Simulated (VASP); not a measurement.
The system is Sc.

```
Sc
1.0
     3.29122    0.00000    0.00000
    -1.64561    2.85028    0.00000
     0.00000    0.00000    5.33257
Sc
2
Cartesian
  0.0000 1.9002 1.3331
  1.6456 0.9501 3.9994
```

| Quantity | Value |
| --- | --- |
| Program | VASP 6.6.1 |
| Task | relaxation of cell and atoms |
| Functional | PBE |
| Potentials or basis | VASP PAW PBE potentials, release 64 (Sc_sv) |
| Cutoff | 600 eV |
| k mesh | 15 × 15 × 8 |
| Occupations | gaussian, width 0.1 eV |
| Spin | no spin polarisation |

At the start: pressure -0.6 GPa; volume 25.01 Å³/atom.

**Question.** Where does the relaxation end?

**Answer.** Over 7 steps the energy falls by 6.8 meV/atom and the volume is 24.67 Å³/atom (-1.4 %); space group P6_3/mmc (No. 194, to 0.05 Å).

The path:
```tsv
step	energy change (eV)	largest force (eV/Å)	pressure (GPa)	volume (Å³)
1	0.0000	0.0000	-0.62	50.02
2	-0.0108	0.0000	0.07	49.32
3	-0.0127	0.0000	0.49	48.91
4	-0.0136	0.0000	-0.09	49.41
5	-0.0137	0.0000	-0.01	49.35
6	-0.0137	0.0000	-0.02	49.36
7	-0.0137	0.0000	0.01	49.33
```

Final structure:
```
CELL_PARAMETERS angstrom
3.32063 0.00000 0.00000
-1.66031 2.87575 0.00000
0.00000 0.00000 5.16593
ATOMIC_POSITIONS crystal
Sc 0.33333 0.66667 0.25000
Sc 0.66667 0.33333 0.75000
```
